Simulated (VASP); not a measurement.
# YCuF5 (Immm) in VASP: reference runs

Aim: a first look at YCuF5 with PBE, on the cell as given and on a disturbed one.

All numbers are computed with VASP 6.6.1; they aren't measurements. Logs are shortened: lines on timing, memory, paths and dates and some standing lists are left out, and cuts for length are marked.

## 1. The crystal as given

The structure is orthorhombic, space group Immm (No. 71). The conventional cell has a = 4.232 Å, b = 6.951 Å, c = 8.067 Å, α = 90.00°, β = 90.00°, γ = 90.00°. Around Y (site symmetry mmm) lie 6 F at 2.12 to 2.21 Å. Cu (site symmetry mmm) has 2 F at 1.82 Å as nearest neighbours. F (site symmetry mmm) is surrounded by 2 Y at 2.12 Å. F (site symmetry mm2) is surrounded by 1 Cu at 1.82 Å. F (site symmetry m2m) has 1 Y at 2.18 Å and 2 Cu at 2.48 Å as nearest neighbours.

The cell comes from a database or a generator and needn't be the stable form of this composition.

## 2. Single point, PBE (atoms moved at random, drawn with an rms of 0.05 Å)

Contents of INCAR:

```
ALGO = Normal
EDIFF = 1E-7
ENCUT = 520
GGA = PE
ISIF = 2
ISMEAR = -1
LASPH = True
LCHARG = False
LREAL = False
LWAVE = False
NBANDS = 38
NELM = 60
PREC = Accurate
SIGMA = 0.05
```

Contents of KPOINTS:

```
k-points
0
Gamma
  7 7 7
```

Contents of POSCAR:

```
YCuF5
1.0
   -2.1161470000      3.4755020000      4.0332750000
    2.1161470000     -3.4755020000      4.0332750000
    2.1161470000      3.4755020000     -4.0332750000
Y Cu F
1 1 5
Direct
    0.5048640000      0.5058170000      0.0027180000
   -0.0012810000      0.0120460000     -0.0020650000
    0.4918950000     -0.0086840000      0.4928240000
    0.7840580000      0.7713900000      0.0049000000
    0.2282210000      0.2131290000     -0.0134750000
    0.1928690000      0.5104160000      0.6978570000
    0.8110490000      0.5065180000      0.3168560000
```

Potentials or basis: VASP PAW PBE potentials, release 64 (Y_sv, Cu, F).

Started as:

```console
cat potpaw_PBE.64/Y_sv/POTCAR potpaw_PBE.64/Cu/POTCAR potpaw_PBE.64/F/POTCAR > POTCAR
mpirun -np 1 vasp_std > vasp.out
```

OUTCAR:

```text
EDIFF = 1E-7
   ENCUT = 520
   GGA = PE
   ISIF = 2
   ISMEAR = -1
   LASPH = True
   LREAL = False
   NELM = 60
   PREC = Accurate

 ion  position               nearest neighbor table
   1  0.505  0.506  0.003-   3 2.09   3 2.14   7 2.15   6 2.16   4 2.19   5 2.23
   2  0.999  0.012  0.998-   5 1.79   4 1.87
   3  0.492  0.991  0.493-   1 2.09   1 2.14
   4  0.784  0.771  0.005-   2 1.87   1 2.19
   5  0.228  0.213  0.987-   2 1.79   1 2.23
   6  0.193  0.510  0.698-   1 2.16
   7  0.811  0.507  0.317-   1 2.15

  LATTYP: Found a body centered orthorhombic cell.
 ALAT       =     4.2322940000
 B/A-ratio  =     1.6423726707
 C/A-ratio  =     1.9059521857

  Lattice vectors:

 A1 = (  -2.1161470000,   3.4755020000,   4.0332750000)
 A2 = (   2.1161470000,  -3.4755020000,   4.0332750000)
 A3 = (   2.1161470000,   3.4755020000,  -4.0332750000)

Analysis of symmetry for initial positions (statically):
=====================================================================
 Subroutine PRICEL returns:
 Original cell was already a primitive cell.

 Routine SETGRP: Setting up the symmetry group for a
 body centered orthorhombic supercell.

 Subroutine GETGRP returns: Found  1 space group operations
 (whereof  1 operations were pure point group operations)
 out of a pool of  8 trial point group operations.

The static configuration has the point symmetry C_1 .

Analysis of symmetry for dynamics (positions and initial velocities):
=====================================================================
 Subroutine PRICEL returns:
 Original cell was already a primitive cell.

 Routine SETGRP: Setting up the symmetry group for a
 body centered orthorhombic supercell.

 Subroutine GETGRP returns: Found  1 space group operations
 (whereof  1 operations were pure point group operations)
 out of a pool of  8 trial point group operations.

The dynamic configuration has the point symmetry C_1 .

 Subroutine INISYM returns: Found  1 space group operations
 (whereof  1 operations are pure point group operations),
 and found     1 'primitive' translations

----------------------------------------------------------------------------------------

                                     Primitive cell

  volume of cell :     118.6537

  direct lattice vectors                    reciprocal lattice vectors
    -2.116147000  3.475502000  4.033275000     0.000000000  0.143864109  0.123968735
     2.116147000 -3.475502000  4.033275000     0.236278482  0.000000000  0.123968735
     2.116147000  3.475502000 -4.033275000     0.236278482  0.143864109  0.000000000

  length of vectors
     5.729266925  5.729266925  5.729266925     0.189908213  0.266825351  0.276630445

  position of ions in fractional coordinates (direct lattice)
     0.504864000  0.505817000  0.002718000
     0.998719000  0.012046000  0.997935000
     0.491895000  0.991316000  0.492824000
     0.784058000  0.771390000  0.004900000
     0.228221000  0.213129000  0.986525000
     0.192869000  0.510416000  0.697857000
     0.811049000  0.506518000  0.316856000

  ion indices of the primitive-cell ions
   primitive index   ion index
                 1           1
                 2           2
                 3           3
                 4           4
                 5           5
                 6           6
                 7           7

----------------------------------------------------------------------------------------

 KPOINTS: k-points

Automatic generation of k-mesh.
 Grid dimensions read from file:
 generate k-points for:    7    7    7

 Generating k-lattice:

  Cartesian coordinates                     Fractional coordinates (reciprocal lattice)
     0.000000000  0.020552016  0.017709819     0.142857143  0.000000000  0.000000000
     0.033754069  0.000000000  0.017709819     0.000000000  0.142857143  0.000000000
     0.033754069  0.020552016  0.000000000     0.000000000  0.000000000  0.142857143

  Length of vectors
     0.027129745  0.038117907  0.039518635

  Shift w.r.t. Gamma in fractional coordinates (k-lattice)
     0.000000000  0.000000000  0.000000000

 Subroutine IBZKPT returns following result:
 ===========================================

 Found    172 irreducible k-points:

 Following reciprocal coordinates:
            Coordinates               Weight
  0.000000  0.000000  0.000000      1.000000
  0.142857  0.000000 -0.000000      2.000000
 -0.000000 -0.142857  0.142857      2.000000
  0.285714  0.000000 -0.000000      2.000000
 -0.000000 -0.285714  0.285714      2.000000
  0.428571 -0.000000  0.000000      2.000000
[... 16 lines left out ...]
  0.285714 -0.000000  0.142857      2.000000
  0.000000  0.285714 -0.428571      2.000000
 [... further k-points ...]
   k-points           NKPTS =    172   k-points in BZ     NKDIM =    172   number of bands    NBANDS=     38
   number of dos      NEDOS =    301   number of ions     NIONS =      7
   total plane-waves  NPLWV = 110592
   dimension x,y,z NGX =    48 NGY =   48 NGZ =   48
   dimension x,y,z NGXF=    96 NGYF=   96 NGZF=   96
   ions per type =               1   1   5
   NGX,Y,Z   is equivalent  to a cutoff of  13.93, 13.93, 13.93 a.u.
   NGXF,Y,Z  is equivalent  to a cutoff of  27.86, 27.86, 27.86 a.u.
 SYSTEM =  unknown system
   PREC   = accura    normal or accurate (medium, high low for compatibility)
   ISTART =      0    job   : 0-new  1-cont  2-samecut
   ICHARG =      2    charge: 1-file 2-atom 10-const
   ISPIN  =      1    spin polarized calculation?
   LNONCOLLINEAR =      F non collinear calculations
   LSORBIT =      F    spin-orbit coupling
   LASPH  =      T    aspherical Exc in radial PAW
   ENCUT  =  520.0 eV  38.22 Ry    6.18 a.u.  10.65 10.65 10.65*2*pi/ulx,y,z
   NELM   =     60;   NELMIN=  2; NELMDL= -5     # of ELM steps
   EDIFF  = 0.1E-06   stopping-criterion for ELM
   LREAL  =      F    real-space projection
   EDIFFG = 0.1E-05   stopping-criterion for IOM
   NSW    =      0    number of steps for IOM
   IBRION =     -1    ionic relax: 0-MD 1-quasi-New 2-CG
   NFREE  =      0    steps in history (QN), initial steepest desc. (CG)
   ISIF   =      2    stress and relaxation
   ISYM   =      2    0-nonsym 1-usesym 2-fastsym
   POTIM  = 0.5000    time-step for ionic-motion
   TEBEG  =    0.0;   TEEND  =   0.0 temperature during run
   PSTRESS=    0.0 pullay stress
   NELECT =      57.0000    total number of electrons
   NUPDOWN=      -1.0000    fix difference up-down
   EMIN   =  10.00;   EMAX   =-10.00  energy-range for DOS
   EFERMI =   0.00;   METHOD = LEGACY
   ISMEAR =    -1;   SIGMA  =   0.05  broadening in eV -4-tet -1-fermi 0-gaus
   EFERMI_NEDOS =   21; number of points for ismear=-14 and -15
   IALGO  =     38    algorithm
   IMIX   =      4    mixing-type and parameters
     AMIX     =   0.40;   BMIX     =  1.00
     AMIX_MAG =   1.60;   BMIX_MAG =  1.00
  volume/ion in A,a.u.               =      16.95       114.39
  Fermi-wavevector in a.u.,A,eV,Ry     =   1.282152  2.422915 22.366791  1.643913
  Thomas-Fermi vector in A             =   2.414480
   LORBIT       =      0    0 simple, 1 ext, 2 COOP (PROOUT), +10 PAW based schemes
   GGA     = PE    functional components
[... 5 lines left out ...]
 non-spin polarized calculation
  energy-cutoff  :      520.00
  volume of cell :      118.65
 maximum number of plane-waves:      3216
 NGX is ok and might be reduce to    48
   NGX = 21   NGY = 21   NGZ = 21

 number of electron      57.0000004 magnetization

 Free energy of the ion-electron system (eV)
  ---------------------------------------------------
  ext. energy  EPLUGINS =         0.00000000
  ---------------------------------------------------
  free energy    TOTEN  =       -38.95511732 eV

  energy without entropy =      -38.91504459  energy(sigma->0) =      -38.93508096

 E-fermi :  -1.8268     XC(G=0):  -8.3477

 val. band max:       -1.8360990465   @ k =   0.1429   0.4286   0.4286
 cond. band min:      -1.7832399323   @ k =   0.0000   0.2857   0.0000
 fundamental gap:      0.0528591142
 Fermi energy:        -1.8268004864

 k-point     1 :       0.0000    0.0000    0.0000
  band No.  band energies     occupation
      1     -41.4650      2.00000
      2     -23.8697      2.00000
      3     -23.4959      2.00000
      4     -23.4500      2.00000
      5     -23.2472      2.00000
      6     -22.3117      2.00000
[... 30 lines left out ...]
     37       8.5679      0.00000
     38       9.5595      0.00000

 k-point     2 :       0.1429    0.0000   -0.0000
  band No.  band energies     occupation
      1     -41.4649      2.00000
      2     -23.8892      2.00000
      3     -23.4960      2.00000
      4     -23.4295      2.00000
      5     -23.2570      2.00000
      6     -22.2837      2.00000
[... 30 lines left out ...]
     37       8.6340      0.00000
     38       9.1865      0.00000

 k-point     3 :      -0.0000   -0.1429    0.1429
  band No.  band energies     occupation
      1     -41.4649      2.00000
      2     -23.8884      2.00000
      3     -23.4971      2.00000
      4     -23.4288      2.00000
      5     -23.2576      2.00000
      6     -22.2836      2.00000
[... 30 lines left out ...]
     37       8.6178      0.00000
     38       9.1908      0.00000

 k-point     4 :       0.2857    0.0000   -0.0000
  band No.  band energies     occupation
      1     -41.4649      2.00000
      2     -23.9280      2.00000
      3     -23.4962      2.00000
      4     -23.3868      2.00000
      5     -23.2802      2.00000
      6     -22.2203      2.00000
[... 30 lines left out ...]
     37       8.5922      0.00000
     38       9.1930      0.00000
[... 703 lines left out ...]
      4     -23.3927      2.00000
      5     -23.2958      2.00000
      6     -22.1676      2.00000
[... 30 lines left out ...]
     37       8.5810      0.00000
     38       9.2727      0.00000

 k-point    23 :       0.2857   -0.0000    0.1429
  band No.  band energies     occupation
      1     -41.4624      2.00000
      2     -23.9367      2.00000
      3     -23.8444      2.00000
      4     -23.3904      2.00000
      5     -23.2977      2.00000
      6     -22.1677      2.00000
[... 30 lines left out ...]
     37       8.6043      0.00000
     38       9.2562      0.00000

 k-point    24 :       0.0000    0.2857   -0.4286
  band No.  band energies     occupation
      1     -41.4624      2.00000
      2     -23.9337      2.00000
      3     -23.8451      2.00000
      4     -23.3925      2.00000
      5     -23.2981      2.00000
      6     -22.1677      2.00000
[... 30 lines left out ...]
     37       8.5641      0.00000
     38       9.2419      0.00000

 [... further k-points ...]

------------------------ aborting loop because EDIFF is reached ----------------------------------------

  FORCE on cell =-STRESS in cart. coord.  units (eV):
  Direction    XX          YY          ZZ          XY          YZ          ZX
  --------------------------------------------------------------------------------------
  -------------------------------------------------------------------------------------
  Total       -0.3465959      0.4542818      0.0127686      0.0378650      0.0361711     -0.0756902
  in kB       -4.6800748      6.1341550      0.1724147      0.5112902      0.4884169     -1.0220421
  external PRESSURE =       0.5421650 kB  Pullay stress =       0.0000000 kB

 VOLUME and BASIS-vectors are now :
 -----------------------------------------------------------------------------
  energy-cutoff  :      520.00
  volume of cell :      118.65
      direct lattice vectors                 reciprocal lattice vectors
    -2.116147000  3.475502000  4.033275000     0.000000000  0.143864109  0.123968735
     2.116147000 -3.475502000  4.033275000     0.236278482  0.000000000  0.123968735
     2.116147000  3.475502000 -4.033275000     0.236278482  0.143864109  0.000000000

 POSITION                                       TOTAL-FORCE (eV/Angst)
 -----------------------------------------------------------------------------------
      0.00777      0.00613      4.06539        -0.347322     -0.261790     -0.044290
      0.02383      6.89751      0.05175        -0.097521      0.243389     -1.126797
      2.09974     -0.02293      3.99450         0.383653      0.052535     -0.002471
     -0.01644      0.06106      6.25379         0.083775     -0.135876      0.530820
      2.05570      3.48112     -2.19884         0.102872     -0.061092      0.577309
      2.14874      1.32177      0.02189        -0.060939     -0.216012      0.051350
      0.02608      2.15963      4.03614        -0.064517      0.378846      0.014080
 -----------------------------------------------------------------------------------
    total drift:                               -0.000209      0.000680     -0.000179

  FREE ENERGIE OF THE ION-ELECTRON SYSTEM (eV)
  ---------------------------------------------------
  free  energy   TOTEN  =       -38.9551173209 eV

  energy  without entropy=      -38.9150445903  energy(sigma->0) =      -38.93508096
```

Wall time 14 min (1 thread of Intel Xeon Platinum 8488C (Sapphire Rapids), shared host); peak memory 0.86 GiB.

Results:

```
Free energy            : -38.9551 eV
Pressure               : 0.1 GPa
Largest force          : 1.157 eV/Å
Band gap on the k mesh : none (metal or under the smearing width)
```

Forces in eV/Å, atoms in the order of the input:
```
Y   -0.347 -0.262 -0.044
Cu  -0.098  0.243 -1.127
F    0.384  0.053 -0.002
F    0.084 -0.136  0.531
F    0.103 -0.061  0.577
F   -0.061 -0.216  0.051
F   -0.065  0.379  0.014
```

Caveat: an odd number of electrons without spin polarisation forces a metal; a magnetic or distorted state may lie lower; the run has no spin polarisation, though such a crystal can be magnetic; semilocal functionals often make such compounds metallic where correlation or magnetic order opens a gap, which also shifts bond lengths.

## 3. Single point, PBE

Contents of INCAR:

```
PREC     = Accurate       # precision mode
ENCUT    = 520            # plane-wave cutoff, eV
EDIFF    = 1E-7           # SCF threshold, eV
ISMEAR   = -1             # smearing method
SIGMA    = 0.05           # smearing width, eV
LREAL    = F              # projectors in reciprocal space
LASPH    = T              # aspherical terms in the spheres
NELM     = 60             # most SCF steps
ALGO     = Normal         # electronic algorithm
ISIF     = 2              # what is computed and relaxed
LWAVE    = F              # write WAVECAR
LCHARG   = T              # write CHGCAR
GGA      = PE             # functional
LELF     = T              # ELF
LVHAR    = T            
NBANDS   = 38             # bands
```

Contents of KPOINTS:

```
Automatic mesh
0
Gamma
  7 7 7
```

Contents of POSCAR:

```
YCuF5
1.0
   -2.1161470000      3.4755020000      4.0332750000
    2.1161470000     -3.4755020000      4.0332750000
    2.1161470000      3.4755020000     -4.0332750000
Y Cu F
1 1 5
Direct
    0.5000000000      0.5000000000      0.0000000000
    0.0000000000      0.0000000000      0.0000000000
    0.5000000000      0.0000000000      0.5000000000
    0.7743450000      0.7743450000      0.0000000000
    0.2256550000      0.2256550000      0.0000000000
    0.1868900000      0.5000000000      0.6868900000
    0.8131100000      0.5000000000      0.3131100000
```

Potentials or basis: VASP PAW PBE potentials, release 64 (Y_sv, Cu, F).

Started as:

```console
cat potpaw_PBE.64/Y_sv/POTCAR potpaw_PBE.64/Cu/POTCAR potpaw_PBE.64/F/POTCAR > POTCAR
mpirun -np 1 vasp_std > vasp.out
```

Run time: 7.8 min. Hardware: 1 thread of Intel Xeon Platinum 8488C (Sapphire Rapids), shared host; peak memory 0.51 GiB.

The run converged. Its results:

```yaml
Free_energy: -39.0081 eV
Pressure: -0.4 GPa
Largest_force: 0.102 eV/Å
Band_gap_on_the_k_mesh: none (metal or under the smearing width)
```

Forces in eV/Å, atoms in the order of the input:
```
Y    0.000  0.000  0.000
Cu   0.000  0.000  0.000
F    0.000  0.000  0.000
F    0.000  0.000 -0.102
F    0.000  0.000  0.102
F    0.000 -0.036  0.000
F    0.000  0.036  0.000
```

Stress tensor (GPa, compression positive):
```
-0.57  0.00  0.00
 0.00 -0.33  0.00
 0.00  0.00 -0.15
```

Levels at points of the mesh, in eV from the Fermi level:
| k point | band 26 | band 27 | band 28 | band 29 | band 30 | band 31 | band 32 | band 33 |
| --- | --- | --- | --- | --- | --- | --- | --- | --- |
| (0.00, 0.00, 0.00) | -0.67 | -0.59 | -0.35 | -0.19 | 4.63 | 6.63 | 6.75 | 6.99 |

Caveat: an odd number of electrons without spin polarisation forces a metal; a magnetic or distorted state may lie lower; the run has no spin polarisation, though such a crystal can be magnetic; semilocal functionals often make such compounds metallic where correlation or magnetic order opens a gap, which also shifts bond lengths. With open d or f shells a metallic result of PBE can be an artefact of self-interaction; +U or a hybrid may open a gap.
